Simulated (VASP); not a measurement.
# SnSe (Pnma) in VASP: settings compared, part 2 of 3

VASP 6.6.1.

### Step 3. Band structure, LDA

File INCAR:

```
SYSTEM = SnSe
PREC = Accurate
ENCUT = 520
EDIFF = 1E-7
ISMEAR = 0
SIGMA = 0.03
LREAL = .False.
LASPH = .True.
NELM = 80
ALGO = Fast
ISIF = 2
LWAVE = .False.
LCHARG = .False.
GGA = CA
NBANDS = 50
KPAR = 2
```

File KPOINTS:

```
regular mesh
0
Gamma
  4 8 8
  0 0 0
```

File POSCAR:

```
SnSe                                    
1.0
   11.4864948094      0.0000000000      0.0000000000
    0.0000000000      4.1722136735      0.0000000000
    0.0000000000     -0.0000000000      4.3796772134
  Sn              Se            
     4     4
Direct
     0.1176302908647919    0.2500000000000000    0.0931652734676234
     0.3823697091352080    0.7500000000000000    0.5931652734676235
     0.6176302908647916    0.2500000000000000    0.4068347265323766
     0.8823697091352084    0.7500000000000000    0.9068347265323765
     0.3570262768418762    0.2500000000000000    0.0220175693999826
     0.1429737231581238    0.7500000000000000    0.5220175693999826
     0.8570262768418760    0.2500000000000000    0.4779824306000175
     0.6429737231581240    0.7500000000000000    0.9779824306000174
```

KPOINTS_OPT is that of step 2.

Potentials or basis: VASP PAW LDA potentials, release 64 (Sn_d, Se).

Launch:

```console
$ cat potpaw_LDA.64/Sn_d/POTCAR potpaw_LDA.64/Se/POTCAR > POTCAR
$ mpirun -np 2 vasp_std > vasp.out
```

OUTCAR:

```text
SYSTEM = SnSe
   PREC = Accurate
   ENCUT = 520
   EDIFF = 1E-7
   ISMEAR = 0
   LREAL = .False.
   LASPH = .True.
   NELM = 80
   ISIF = 2
   GGA = CA

 ion  position               nearest neighbor table
   1  0.118  0.250  0.093-   5 2.77   6 2.82   6 2.82   6 3.27   6 3.27   4 3.51   4 3.51
   2  0.382  0.750  0.593-   6 2.77   5 2.82   5 2.82   5 3.27   5 3.27   3 3.51   3 3.51
   3  0.618  0.250  0.407-   7 2.77   8 2.82   8 2.82   8 3.27   8 3.27   2 3.51   2 3.51
   4  0.882  0.750  0.907-   8 2.77   7 2.82   7 2.82   7 3.27   7 3.27   1 3.51   1 3.51
   5  0.357  0.250  0.022-   1 2.77   2 2.82   2 2.82   2 3.27   2 3.27
   6  0.143  0.750  0.522-   2 2.77   1 2.82   1 2.82   1 3.27   1 3.27
   7  0.857  0.250  0.478-   3 2.77   4 2.82   4 2.82   4 3.27   4 3.27
   8  0.643  0.750  0.978-   4 2.77   3 2.82   3 2.82   3 3.27   3 3.27

  LATTYP: Found a simple orthorhombic cell.
 ALAT       =     4.1722136735
 B/A-ratio  =     1.0497250515
 C/A-ratio  =     2.7530936113

  Lattice vectors:

 A1 = (   0.0000000000,   4.1722136735,   0.0000000000)
 A2 = (   0.0000000000,   0.0000000000,   4.3796772134)
 A3 = (  11.4864948094,   0.0000000000,   0.0000000000)

Analysis of symmetry for initial positions (statically):
[... 200 lines left out ...]
      2     -15.7648      2.00000
      3     -15.7646      2.00000
      4     -15.7602      2.00000
      5     -15.7597      2.00000
      6     -15.7565      2.00000
[... 1261 lines left out ...]
     49       9.5889      0.00000
     50       9.5889      0.00000

 [... further k-points ...]

------------------------ aborting loop because EDIFF is reached ----------------------------------------

  FORCE on cell =-STRESS in cart. coord.  units (eV):
  Direction    XX          YY          ZZ          XY          YZ          ZX
  --------------------------------------------------------------------------------------
  -------------------------------------------------------------------------------------
  Total       -2.8450058     -2.9032494     -2.8373139      0.0000000     -0.0000000      0.0000000
  in kB      -21.7168868    -22.1614802    -21.6581721      0.0000000     -0.0000000      0.0000000
  external PRESSURE =     -21.8455130 kB  Pullay stress =       0.0000000 kB

 VOLUME and BASIS-vectors are now :
 -----------------------------------------------------------------------------
  energy-cutoff  :      520.00
  volume of cell :      209.89
      direct lattice vectors                 reciprocal lattice vectors
    11.486494809  0.000000000  0.000000000     0.087058760  0.000000000  0.000000000
     0.000000000  4.172213673  0.000000000     0.000000000  0.239680917  0.000000000
     0.000000000  0.000000000  4.379677213     0.000000000  0.000000000  0.228327329

 POSITION                                       TOTAL-FORCE (eV/Angst)
 -----------------------------------------------------------------------------------
      1.35116      1.04305      0.40803         0.131590     -0.000000      0.098934
      4.39209      3.12916      2.59787        -0.131590      0.000000      0.098934
      7.09441      1.04305      1.78180         0.131590     -0.000000     -0.098934
     10.13534      3.12916      3.97164        -0.131590     -0.000000     -0.098934
      4.10098      1.04305      0.09643        -0.070897     -0.000000     -0.074703
      1.64227      3.12916      2.28627         0.070897      0.000000     -0.074703
      9.84423      1.04305      2.09341        -0.070897     -0.000000      0.074703
      7.38551      3.12916      4.28325         0.070897      0.000000      0.074703
 -----------------------------------------------------------------------------------
    total drift:                                0.000000      0.000000      0.000000

  FREE ENERGIE OF THE ION-ELECTRON SYSTEM (eV)
  ---------------------------------------------------
  free  energy   TOTEN  =       -37.9650941825 eV

  energy  without entropy=      -37.9650941825  energy(sigma->0) =      -37.96509418
```

stdout:

```text
POSCAR found type information on POSCAR SnSe
 POSCAR found :  2 types and       8 ions
 scaLAPACK will be used
 LDA part: xc-table for (Slater(with rela. corr.)+CA(PZ))
 , standard interpolation
 POSCAR, INCAR and KPOINTS ok, starting setup
 FFT: planning ... GRIDC
 FFT: planning ... GRID_SOFT
 FFT: planning ... GRID
 WAVECAR not read
 entering main loop
WARNING in EDDRMM: call to ZHEGV failed, returncode =   8  4     49
WARNING in EDDRMM: call to ZHEGV failed, returncode =   8  4     47
WARNING in EDDRMM: call to ZHEGV failed, returncode =   8  4     47
WARNING in EDDRMM: call to ZHEGV failed, returncode =   8  4     47
 num prob WARNING in EDDRMM: call to ZHEGV failed, returncode =   6  3     44
WARNING in EDDRMM: call to ZHEGV failed, returncode =   8  4     49
 num prob  num prob WARNING in EDDRMM: call to ZHEGV failed, returncode =   8  4     47
WARNING in EDDRMM: call to ZHEGV failed, returncode =   8  4     49
WARNING in EDDRMM: call to ZHEGV failed, returncode =   8  4     48
 num prob RMM:  24    -0.379650948325E+02    0.44045E-06   -0.24335E-07  7456   0.176E-03    0.646E-03
WARNING in EDDRMM: call to ZHEGV failed, returncode =   8  4     47
WARNING in EDDRMM: call to ZHEGV failed, returncode =   8  4     48
 num prob  num prob RMM:  26    -0.379650942180E+02    0.14641E-06   -0.22300E-07  7060   0.170E-03    0.160E-03
 num prob  num prob  num prob  num prob RMM:  27    -0.379650941825E+02    0.35499E-07   -0.10223E-07  4691   0.145E-03
 Start KPOINTS_OPT (optional k-point list driver)
k-point batch [1-75\318]
k-point batch [76-150\318]
k-point batch [151-225\318]
k-point batch [226-300\318]
k-point batch [301-318\318]
```

Run time: 19 min. Hardware: 2 MPI ranks of Intel Xeon 6975P-C (Granite Rapids), shared host; peak memory 0.98 GiB.

Results:

```yaml
Free_energy: -37.9651 eV
Pressure: -2.2 GPa
Largest_force: 0.165 eV/Å
Band_gap_on_the_k_mesh: 0.48 eV, indirect (least direct gap 0.74 eV)
Band_gap_along_the_path: 0.37 eV, indirect (least direct gap 0.47 eV)
```

Forces on the atoms (eV/Å):
```
Sn   0.132  0.000  0.099
Sn  -0.132  0.000  0.099
Sn   0.132  0.000 -0.099
Sn  -0.132  0.000 -0.099
Se  -0.071  0.000 -0.075
Se   0.071  0.000 -0.075
Se  -0.071  0.000  0.075
Se   0.071  0.000  0.075
```

Levels at the corners of the path, in eV from the valence-band top:
| point | band 37 | band 38 | band 39 | band 40 | band 41 | band 42 | band 43 | band 44 |
| --- | --- | --- | --- | --- | --- | --- | --- | --- |
| Γ | -1.62 | -1.34 | -0.74 | -0.60 | 0.45 | 2.87 | 3.08 | 3.08 |
| X | -1.04 | -1.04 | -0.70 | -0.70 | 0.85 | 0.85 | 1.28 | 1.28 |
| X | -1.04 | -1.04 | -0.70 | -0.70 | 0.85 | 0.85 | 1.28 | 1.28 |
| S | -2.38 | -2.38 | -1.55 | -1.55 | 2.52 | 2.52 | 2.94 | 2.94 |
| S | -2.38 | -2.38 | -1.55 | -1.55 | 2.52 | 2.52 | 2.94 | 2.94 |
| Y | -0.85 | -0.85 | -0.32 | -0.32 | 1.12 | 1.12 | 1.36 | 1.36 |
| Y | -0.85 | -0.85 | -0.32 | -0.32 | 1.12 | 1.12 | 1.36 | 1.36 |
| Γ | -1.62 | -1.34 | -0.74 | -0.60 | 0.45 | 2.87 | 3.08 | 3.08 |
| Γ | -1.62 | -1.34 | -0.74 | -0.60 | 0.45 | 2.87 | 3.08 | 3.08 |
| Z | -1.92 | -1.92 | -0.61 | -0.61 | 2.48 | 2.48 | 2.69 | 2.69 |
| Z | -1.92 | -1.92 | -0.61 | -0.61 | 2.48 | 2.48 | 2.69 | 2.69 |
| U | -0.97 | -0.97 | -0.97 | -0.97 | 1.33 | 1.33 | 1.33 | 1.33 |
| U | -0.97 | -0.97 | -0.97 | -0.97 | 1.33 | 1.33 | 1.33 | 1.33 |
| R | -1.62 | -1.62 | -1.62 | -1.62 | 2.32 | 2.32 | 2.32 | 2.32 |
| R | -1.62 | -1.62 | -1.62 | -1.62 | 2.32 | 2.32 | 2.32 | 2.32 |
| T | -0.49 | -0.49 | -0.29 | -0.29 | 1.06 | 1.06 | 1.41 | 1.41 |
| T | -0.49 | -0.49 | -0.29 | -0.29 | 1.06 | 1.06 | 1.41 | 1.41 |
| Z | -1.92 | -1.92 | -0.61 | -0.61 | 2.48 | 2.48 | 2.69 | 2.69 |
| Y | -0.85 | -0.85 | -0.32 | -0.32 | 1.12 | 1.12 | 1.36 | 1.36 |
| T | -0.49 | -0.49 | -0.29 | -0.29 | 1.06 | 1.06 | 1.41 | 1.41 |
| U | -0.97 | -0.97 | -0.97 | -0.97 | 1.33 | 1.33 | 1.33 | 1.33 |
| X | -1.04 | -1.04 | -0.70 | -0.70 | 0.85 | 0.85 | 1.28 | 1.28 |
| S | -2.38 | -2.38 | -1.55 | -1.55 | 2.52 | 2.52 | 2.94 | 2.94 |
| R | -1.62 | -1.62 | -1.62 | -1.62 | 2.32 | 2.32 | 2.32 | 2.32 |

Caveat: spin-orbit coupling is left out, which moves the levels of the heavy elements; the mesh misses the band edges, which the band path finds closer together.

### Step 4. Band structure, r2SCAN

INCAR: that of step 3 with these lines changed.

```diff
@@ -9,3 +9,3 @@
 NELM = 80
-ALGO = Fast
+ALGO = Normal
 ISIF = 2
@@ -13,3 +13,4 @@
 LCHARG = .False.
-GGA = CA
+METAGGA = R2SCAN
+LMIXTAU = .True.
 NBANDS = 50
```

KPOINTS is that of step 3.

POSCAR is that of step 3.

KPOINTS_OPT is that of step 3.

Potentials or basis: VASP PAW PBE potentials, release 64 (Sn_d, Se).

Launch:

```console
$ cat potpaw_PBE.64/Sn_d/POTCAR potpaw_PBE.64/Se/POTCAR > POTCAR
$ mpirun -np 2 vasp_std > vasp.out
```

Wall time 48 min (2 MPI ranks of Intel Xeon 6975P-C (Granite Rapids), shared host); peak memory 1 GiB.

Results (log left out):

* Free energy: -159.7048 eV
* Pressure: 1.1 GPa
* Largest force: 0.218 eV/Å
* Band gap on the k mesh: 0.75 eV, indirect (least direct gap 1.13 eV)
* Band gap along the path: 0.70 eV, indirect (least direct gap 0.80 eV)

Forces on the atoms (eV/Å):
```
Sn   0.171  0.000  0.135
Sn  -0.171  0.000  0.135
Sn   0.171  0.000 -0.135
Sn  -0.171  0.000 -0.135
Se  -0.162  0.000 -0.146
Se   0.162  0.000 -0.146
Se  -0.162  0.000  0.146
Se   0.162  0.000  0.146
```

Stress tensor (GPa, compression positive):
```
1.05 0.00 0.00
0.00 0.97 0.00
0.00 0.00 1.40
```

Levels at the corners of the path, in eV from the valence-band top:
| point | band 36 | band 37 | band 38 | band 39 | band 40 | band 41 | band 42 | band 43 | band 44 | band 45 |
| --- | --- | --- | --- | --- | --- | --- | --- | --- | --- | --- |
| Γ | -2.05 | -1.81 | -1.38 | -0.80 | -0.65 | 0.70 | 3.26 | 3.44 | 3.47 | 3.63 |
| X | -1.79 | -1.04 | -1.04 | -0.72 | -0.72 | 1.17 | 1.17 | 1.66 | 1.66 | 1.86 |
| X | -1.79 | -1.04 | -1.04 | -0.72 | -0.72 | 1.17 | 1.17 | 1.66 | 1.66 | 1.86 |
| S | -3.42 | -2.50 | -2.50 | -1.64 | -1.64 | 2.83 | 2.83 | 3.24 | 3.24 | 5.03 |
| S | -3.42 | -2.50 | -2.50 | -1.64 | -1.64 | 2.83 | 2.83 | 3.24 | 3.24 | 5.03 |
| Y | -1.59 | -0.76 | -0.76 | -0.21 | -0.21 | 1.43 | 1.43 | 1.57 | 1.57 | 1.86 |
| Y | -1.59 | -0.76 | -0.76 | -0.21 | -0.21 | 1.43 | 1.43 | 1.57 | 1.57 | 1.86 |
| Γ | -2.05 | -1.81 | -1.38 | -0.80 | -0.65 | 0.70 | 3.26 | 3.44 | 3.47 | 3.63 |
| Γ | -2.05 | -1.81 | -1.38 | -0.80 | -0.65 | 0.70 | 3.26 | 3.44 | 3.47 | 3.63 |
| Z | -2.34 | -2.11 | -2.11 | -0.68 | -0.68 | 2.78 | 2.78 | 3.07 | 3.07 | 4.00 |
| Z | -2.34 | -2.11 | -2.11 | -0.68 | -0.68 | 2.78 | 2.78 | 3.07 | 3.07 | 4.00 |
| U | -2.24 | -0.96 | -0.96 | -0.96 | -0.96 | 1.64 | 1.64 | 1.64 | 1.64 | 2.27 |
| U | -2.24 | -0.96 | -0.96 | -0.96 | -0.96 | 1.64 | 1.64 | 1.64 | 1.64 | 2.27 |
| R | -4.04 | -1.74 | -1.74 | -1.74 | -1.74 | 2.66 | 2.66 | 2.66 | 2.66 | 5.20 |
| R | -4.04 | -1.74 | -1.74 | -1.74 | -1.74 | 2.66 | 2.66 | 2.66 | 2.66 | 5.20 |
| T | -1.92 | -0.49 | -0.49 | -0.18 | -0.18 | 1.34 | 1.34 | 1.63 | 1.63 | 1.88 |
| T | -1.92 | -0.49 | -0.49 | -0.18 | -0.18 | 1.34 | 1.34 | 1.63 | 1.63 | 1.88 |
| Z | -2.34 | -2.11 | -2.11 | -0.68 | -0.68 | 2.78 | 2.78 | 3.07 | 3.07 | 4.00 |
| Y | -1.59 | -0.76 | -0.76 | -0.21 | -0.21 | 1.43 | 1.43 | 1.57 | 1.57 | 1.86 |
| T | -1.92 | -0.49 | -0.49 | -0.18 | -0.18 | 1.34 | 1.34 | 1.63 | 1.63 | 1.88 |
| U | -2.24 | -0.96 | -0.96 | -0.96 | -0.96 | 1.64 | 1.64 | 1.64 | 1.64 | 2.27 |
| X | -1.79 | -1.04 | -1.04 | -0.72 | -0.72 | 1.17 | 1.17 | 1.66 | 1.66 | 1.86 |
| S | -3.42 | -2.50 | -2.50 | -1.64 | -1.64 | 2.83 | 2.83 | 3.24 | 3.24 | 5.03 |
| R | -4.04 | -1.74 | -1.74 | -1.74 | -1.74 | 2.66 | 2.66 | 2.66 | 2.66 | 5.20 |

Caveat: the PAW data sets were made with another functional, which shifts forces and pressure a little; spin-orbit coupling is left out, which moves the levels of the heavy elements.

(Continued in part 3 of 3.)
